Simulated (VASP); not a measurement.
Given:

```
Sc
1.0
    1.65500    -2.86654     0.00000
    1.65500     2.86654     0.00000
    0.00000     0.00000     5.27000
Sc
2
Direct
  0.33333   0.66667   0.25000
  0.66667   0.33333   0.75000
```

All values below come from PBE GGA, VASP's PBE PAW potentials (set 64) (plane waves; VASP). Settings: 400 eV cut-off, 11×11×6 Γ-centred mesh, first-order Methfessel-Paxton smearing of 0.10 eV, potentials Sc_sv.

### Question
The ions, cell shape and volume are relaxed. Which structure does the run end with?

### Answer

```
Sc
1.0
    1.65851    -2.87262     0.00000
    1.65851     2.87262     0.00000
    0.00000     0.00000     5.16218
Sc
2
Direct
  0.33333   0.66667   0.25000
  0.66667   0.33333   0.75000
```
Space group P6_3/mmc (194), at a tolerance of 0.03 Å.

### Question
How do energy and volume change from the first to the last step?

### Answer
The energy (σ→0) changes by -3.5 meV/atom and the volume by -1.6 %, in 6 ionic steps.

The compound is Sc in the hcp structure. This run relaxes it. Symmetry was kept, so distortions that lower it aren't found.
